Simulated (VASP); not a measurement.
# GaMo (Fm-3m) in VASP: notebook

One crystal, GaMo, is run at these levels: LDA; tasks: single point, relaxation of the atoms.

Program: VASP 6.6.1. These are calculated values, not measurements. Logs are shortened: lines on timing, memory, paths and dates and some standing lists are left out, and cuts for length are marked.

### Step 1. The crystal as given

The structure is cubic, space group Fm-3m (No. 225). Conventional cell: a = 5.321 Å, b = 5.321 Å, c = 5.321 Å, α = 90.00°, β = 90.00°, γ = 90.00°. Around Mo (site symmetry m-3m) lie 6 Ga at 2.66 Å. Around Ga (site symmetry m-3m) lie 6 Mo at 2.66 Å.

The cell was built by a generator and needn't be a form met in nature.

### Step 2. Single point, LDA

File INCAR:

```
PREC = Accurate
ENCUT = 520
EDIFF = 1E-6
ISMEAR = -1
SIGMA = 0.1
LREAL = F
LASPH = T
NELM = 60
ALGO = Fast
ISIF = 2
LWAVE = F
LCHARG = F
NBANDS = 20
```

File KPOINTS:

```
regular mesh
0
Gamma
  11 11 11
```

File POSCAR:

```
GaMo
1.0
    0.0000000000      2.6603204900      2.6603204900
    2.6603204900      0.0000000000      2.6603204900
    2.6603204900      2.6603204900      0.0000000000
Mo Ga
1 1
Direct
    0.5000000000      0.5000000000      0.5000000000
    0.0000000000      0.0000000000      0.0000000000
```

Potentials or basis: VASP PAW LDA potentials, release 64 (Mo_sv, Ga_d).

Started as:

```bash
> cat potpaw_LDA.64/Mo_sv/POTCAR potpaw_LDA.64/Ga_d/POTCAR > POTCAR
> mpirun -np 1 vasp_std > vasp.out
```

OUTCAR:

```text
PREC = Accurate
   ENCUT = 520
   EDIFF = 1E-6
   ISMEAR = -1
   LREAL = F
   LASPH = T
   NELM = 60
   ISIF = 2

 ion  position               nearest neighbor table
   1  0.500  0.500  0.500-   2 2.66   2 2.66   2 2.66   2 2.66   2 2.66   2 2.66
   2  0.000  0.000  0.000-   1 2.66   1 2.66   1 2.66   1 2.66   1 2.66   1 2.66

  LATTYP: Found a face centered cubic cell.
 ALAT       =     5.3206409800

  Lattice vectors:

 A1 = (   0.0000000000,   2.6603204900,   2.6603204900)
 A2 = (   2.6603204900,   0.0000000000,   2.6603204900)
 A3 = (   2.6603204900,   2.6603204900,   0.0000000000)

Analysis of symmetry for initial positions (statically):
=====================================================================
 Subroutine PRICEL returns:
 Original cell was already a primitive cell.

 Routine SETGRP: Setting up the symmetry group for a
 face centered cubic supercell.

 Subroutine GETGRP returns: Found 48 space group operations
 (whereof 48 operations were pure point group operations)
 out of a pool of 48 trial point group operations.

The static configuration has the point symmetry O_h .

Analysis of symmetry for dynamics (positions and initial velocities):
=====================================================================
 Subroutine PRICEL returns:
 Original cell was already a primitive cell.

 Routine SETGRP: Setting up the symmetry group for a
 face centered cubic supercell.

 Subroutine GETGRP returns: Found 48 space group operations
 (whereof 48 operations were pure point group operations)
 out of a pool of 48 trial point group operations.

The dynamic configuration has the point symmetry O_h .

 Subroutine INISYM returns: Found 48 space group operations
 (whereof 48 operations are pure point group operations),
 and found     1 'primitive' translations

----------------------------------------------------------------------------------------

                                     Primitive cell

  volume of cell :      37.6558

  direct lattice vectors                    reciprocal lattice vectors
     0.000000000  2.660320490  2.660320490    -0.187947280  0.187947280  0.187947280
     2.660320490  0.000000000  2.660320490     0.187947280 -0.187947280  0.187947280
     2.660320490  2.660320490  0.000000000     0.187947280  0.187947280 -0.187947280

  length of vectors
     3.762261317  3.762261317  3.762261317     0.325534238  0.325534238  0.325534238

  position of ions in fractional coordinates (direct lattice)
     0.500000000  0.500000000  0.500000000
     0.000000000  0.000000000  0.000000000

  ion indices of the primitive-cell ions
   primitive index   ion index
                 1           1
                 2           2

----------------------------------------------------------------------------------------

 KPOINTS: regular mesh

Automatic generation of k-mesh.
 Grid dimensions read from file:
 generate k-points for:   11   11   11

 Generating k-lattice:

  Cartesian coordinates                     Fractional coordinates (reciprocal lattice)
    -0.017086116  0.017086116  0.017086116     0.090909091  0.000000000  0.000000000
     0.017086116 -0.017086116  0.017086116     0.000000000  0.090909091  0.000000000
     0.017086116  0.017086116 -0.017086116     0.000000000  0.000000000  0.090909091

  Length of vectors
     0.029594022  0.029594022  0.029594022

  Shift w.r.t. Gamma in fractional coordinates (k-lattice)
     0.000000000  0.000000000  0.000000000

 Subroutine IBZKPT returns following result:
 ===========================================

 Found     56 irreducible k-points:

 Following reciprocal coordinates:
            Coordinates               Weight
  0.000000  0.000000  0.000000      1.000000
  0.090909  0.000000  0.000000      8.000000
  0.181818  0.000000  0.000000      8.000000
  0.272727  0.000000  0.000000      8.000000
  0.363636  0.000000  0.000000      8.000000
  0.454545  0.000000  0.000000      8.000000
[... 16 lines left out ...]
 -0.272727  0.181818  0.000000     24.000000
 -0.181818  0.181818  0.000000     12.000000
 [... further k-points ...]
   k-points           NKPTS =     56   k-points in BZ     NKDIM =     56   number of bands    NBANDS=     20
   number of dos      NEDOS =    301   number of ions     NIONS =      2
   total plane-waves  NPLWV =  21952
   dimension x,y,z NGX =    28 NGY =   28 NGZ =   28
   dimension x,y,z NGXF=    56 NGYF=   56 NGZF=   56
   ions per type =               1   1
   NGX,Y,Z   is equivalent  to a cutoff of  12.37, 12.37, 12.37 a.u.
   NGXF,Y,Z  is equivalent  to a cutoff of  24.75, 24.75, 24.75 a.u.
 SYSTEM =  unknown system
   PREC   = accura    normal or accurate (medium, high low for compatibility)
   ISTART =      0    job   : 0-new  1-cont  2-samecut
   ICHARG =      2    charge: 1-file 2-atom 10-const
   ISPIN  =      1    spin polarized calculation?
   LNONCOLLINEAR =      F non collinear calculations
   LSORBIT =      F    spin-orbit coupling
   LASPH  =      T    aspherical Exc in radial PAW
   ENCUT  =  520.0 eV  38.22 Ry    6.18 a.u.   7.00  7.00  7.00*2*pi/ulx,y,z
   NELM   =     60;   NELMIN=  2; NELMDL= -5     # of ELM steps
   EDIFF  = 0.1E-05   stopping-criterion for ELM
   LREAL  =      F    real-space projection
   EDIFFG = 0.1E-04   stopping-criterion for IOM
   NSW    =      0    number of steps for IOM
   IBRION =     -1    ionic relax: 0-MD 1-quasi-New 2-CG
   NFREE  =      0    steps in history (QN), initial steepest desc. (CG)
   ISIF   =      2    stress and relaxation
   ISYM   =      2    0-nonsym 1-usesym 2-fastsym
   POTIM  = 0.5000    time-step for ionic-motion
   TEBEG  =    0.0;   TEEND  =   0.0 temperature during run
   PSTRESS=    0.0 pullay stress
   NELECT =      27.0000    total number of electrons
   NUPDOWN=      -1.0000    fix difference up-down
   EMIN   =  10.00;   EMAX   =-10.00  energy-range for DOS
   EFERMI =   0.00;   METHOD = LEGACY
   ISMEAR =    -1;   SIGMA  =   0.10  broadening in eV -4-tet -1-fermi 0-gaus
   EFERMI_NEDOS =   21; number of points for ismear=-14 and -15
   IALGO  =     68    algorithm
   IMIX   =      4    mixing-type and parameters
     AMIX     =   0.40;   BMIX     =  1.00
     AMIX_MAG =   1.60;   BMIX_MAG =  1.00
  volume/ion in A,a.u.               =      18.83       127.06
  Fermi-wavevector in a.u.,A,eV,Ry     =   1.465274  2.768966 29.212081  2.147027
  Thomas-Fermi vector in A             =   2.581150
   LORBIT       =      0    0 simple, 1 ext, 2 COOP (PROOUT), +10 PAW based schemes
   GGA     = CA    functional components
   LHFCALC =     F    Hartree Fock is set to
   AEXX    =    0.0000 exact exchange contribution
   IVDW    =     0    specifies the selected vdW correction
   LEPSILON=     F    determine dielectric tensor
   LRPA    =     F    only Hartree local field effects (RPA)
 non-spin polarized calculation
 RMM-DIIS sequential band-by-band and
  energy-cutoff  :      520.00
  volume of cell :       37.66
 maximum number of plane-waves:      1028
   NGX = 13   NGY = 13   NGZ = 13

 number of electron      26.9999981 magnetization

 Free energy of the ion-electron system (eV)
  ---------------------------------------------------
  ext. energy  EPLUGINS =         0.00000000
  ---------------------------------------------------
  free energy    TOTEN  =       -14.42515907 eV

  energy without entropy =      -14.35347489  energy(sigma->0) =      -14.38931698

 E-fermi :   7.2151     XC(G=0): -11.8931

 val. band max:        7.2121343166   @ k =   0.4545   0.3636   0.0909
 cond. band min:       7.2241909835   @ k =   0.2727   0.1818   0.0000
 fundamental gap:      0.0120566669
 Fermi energy:         7.2151429656

 k-point     1 :       0.0000    0.0000    0.0000
  band No.  band energies     occupation
      1     -53.5556      2.00000
      2     -27.7803      2.00000
      3     -27.7803      2.00000
      4     -27.7803      2.00000
      5      -7.3546      2.00000
      6      -7.3546      2.00000
[... 12 lines left out ...]
     19      16.2238      0.00000
     20      17.3007      0.00000

 k-point     2 :       0.0909    0.0000    0.0000
  band No.  band energies     occupation
      1     -53.5552      2.00000
      2     -27.7866      2.00000
      3     -27.7813      2.00000
      4     -27.7813      2.00000
      5      -7.3490      2.00000
      6      -7.3490      2.00000
[... 12 lines left out ...]
     19      16.3476      0.00000
     20      17.8531      0.00000

 k-point     3 :       0.1818    0.0000    0.0000
  band No.  band energies     occupation
      1     -53.5541      2.00000
      2     -27.8034      2.00000
      3     -27.7840      2.00000
      4     -27.7840      2.00000
      5      -7.3341      2.00000
      6      -7.3341      2.00000
[... 12 lines left out ...]
     19      16.1929      0.00000
     20      18.4960      0.00000

 k-point     4 :       0.2727    0.0000    0.0000
  band No.  band energies     occupation
      1     -53.5526      2.00000
      2     -27.8253      2.00000
      3     -27.7876      2.00000
      4     -27.7876      2.00000
      5      -7.3150      2.00000
      6      -7.3150      2.00000
[... 12 lines left out ...]
     19      15.1777      0.00000
     20      18.2447      0.00000

 k-point     5 :       0.3636    0.0000    0.0000
  band No.  band energies     occupation
      1     -53.5512      2.00000
      2     -27.8453      2.00000
      3     -27.7908      2.00000
      4     -27.7908      2.00000
      5      -7.2979      2.00000
      6      -7.2979      2.00000
[... 12 lines left out ...]
     19      15.1203      0.00000
     20      17.1398      0.00000
[... 353 lines left out ...]
      6      -7.2901      2.00000
[... 12 lines left out ...]
     19      14.7705      0.00000
     20      18.3382      0.00000

 k-point    22 :      -0.3636    0.1818    0.0000
  band No.  band energies     occupation
      1     -53.5499      2.00000
      2     -27.8470      2.00000
      3     -27.8081      2.00000
      4     -27.7948      2.00000
      5      -7.3106      2.00000
      6      -7.2831      2.00000
[... 12 lines left out ...]
     19      14.6530      0.00000
     20      18.1081      0.00000

 k-point    23 :      -0.2727    0.1818    0.0000
  band No.  band energies     occupation
      1     -53.5508      2.00000
      2     -27.8367      2.00000
      3     -27.8053      2.00000
      4     -27.7910      2.00000
      5      -7.3203      2.00000
      6      -7.2862      2.00000
[... 12 lines left out ...]
     19      15.5076      0.00000
     20      17.4764      0.00000

 k-point    24 :      -0.1818    0.1818    0.0000
  band No.  band energies     occupation
      1     -53.5521      2.00000
      2     -27.8237      2.00000
      3     -27.7983      2.00000
      4     -27.7873      2.00000
      5      -7.3290      2.00000
      6      -7.2990      2.00000
[... 12 lines left out ...]
     19      15.9416      0.00000
     20      16.8983      0.00000

 [... further k-points ...]

------------------------ aborting loop because EDIFF is reached ----------------------------------------

  FORCE on cell =-STRESS in cart. coord.  units (eV):
  Direction    XX          YY          ZZ          XY          YZ          ZX
  --------------------------------------------------------------------------------------
  -------------------------------------------------------------------------------------
  Total       -4.7183451     -4.7183451     -4.7183451      0.0000000      0.0000000      0.0000000
  in kB     -200.7559432   -200.7559432   -200.7559432      0.0000000      0.0000000      0.0000000
  external PRESSURE =    -200.7559432 kB  Pullay stress =       0.0000000 kB

 VOLUME and BASIS-vectors are now :
 -----------------------------------------------------------------------------
  energy-cutoff  :      520.00
  volume of cell :       37.66
      direct lattice vectors                 reciprocal lattice vectors
     0.000000000  2.660320490  2.660320490    -0.187947280  0.187947280  0.187947280
     2.660320490  0.000000000  2.660320490     0.187947280 -0.187947280  0.187947280
     2.660320490  2.660320490  0.000000000     0.187947280  0.187947280 -0.187947280

 POSITION                                       TOTAL-FORCE (eV/Angst)
 -----------------------------------------------------------------------------------
      2.66032      2.66032      2.66032        -0.000000     -0.000000     -0.000000
      0.00000      0.00000      0.00000         0.000000      0.000000      0.000000
 -----------------------------------------------------------------------------------
    total drift:                                0.000000      0.000000      0.000000

  FREE ENERGIE OF THE ION-ELECTRON SYSTEM (eV)
  ---------------------------------------------------
  free  energy   TOTEN  =       -14.4251590699 eV

  energy  without entropy=      -14.3534748944  energy(sigma->0) =      -14.38931698
```

Wall time 33 s (1 thread of Intel Xeon Platinum 8488C (Sapphire Rapids), shared host); peak memory 0.16 GiB.

Results:

| Item | Value |
| --- | --- |
| Free energy | -14.4252 eV |
| Pressure | -20.1 GPa |
| Band gap on the k mesh | none (metal or under the smearing width) |

Levels at points of the mesh, in eV from the Fermi level:
```
           k point  band 9  band 10  band 11  band 12  band 13  band 14  band 15  band 16  band 17  band 18
(0.00, 0.00, 0.00)  -14.48    -9.11    -0.96    -0.96    -0.96    -0.32    -0.32     4.71     4.71     4.71
```

Caveat: so large a pressure means that the cell lies far from this level's equilibrium, or that cutoff or potentials fall short.

(Continued in part 2 of 2.)
